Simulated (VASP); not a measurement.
Here is a VASP 6.6.1 calculation.

POSCAR

```
SiSe
1.0
    3.5952000000      0.0000000000      0.0000000000
   -1.7976000000      3.1135300000      0.0000000000
    0.0000000000      0.0000000000      3.5987300000
Si Se
1 1
Direct
    0.6666700000      0.3333300000      0.5000000000
    0.0000000000      0.0000000000      0.0000000000
```

INCAR.step1

```
SYSTEM = SiSe
  ALGO = Normal
  EDIFF = 1E-5
  ENCUT = 520
  GGA = PE
  ISIF = 2
  ISMEAR = -1
  LASPH = .TRUE.
  LREAL = .FALSE.
  LWAVE = .TRUE.
  NELM = 80
  PREC = Accurate
  SIGMA = 0.05
```

INCAR.step2

```
SYSTEM = SiSe
  AEXX = 0.05
  ALGO = Normal
  EDIFF = 1E-7
  ENCUT = 520
  GGA = PE
  HFRCUT = -1
  ISIF = 2
  ISMEAR = -1
  ISTART = 1
  LASPH = .TRUE.
  LCHARG = .FALSE.
  LHFCALC = .TRUE.
  LREAL = .FALSE.
  LWAVE = .FALSE.
  NELM = 80
  PREC = Accurate
  PRECFOCK = Fast
  SIGMA = 0.05
```

File KPOINTS:

```
k-points
0
G
  5 5 4
  0 0 0
```

Potentials or basis: VASP PAW PBE potentials, release 64 (Si, Se).

Launch:

```sh
$ cat potpaw_PBE.64/Si/POTCAR potpaw_PBE.64/Se/POTCAR > POTCAR
$ cp INCAR.step1 INCAR
$ mpirun -np 1 vasp_std > vasp.out
$ cp INCAR.step2 INCAR
$ mpirun -np 1 vasp_std > vasp.out
```

Problem. Estimate the band gap on the k mesh.

Solution. None (metal or under the smearing width).

Problem. Estimate the pressure.

Solution. -1.2 GPa.

Stress tensor (GPa, compression positive):
```
-1.09  0.00  0.00
 0.00 -1.09  0.00
 0.00  0.00 -1.37
```

Caveat: the k mesh is coarse (spacing up to 0.44 Å⁻¹), so the values aren't converged, least of all with exact exchange; the PAW data sets were made with another functional, which shifts forces and pressure a little.
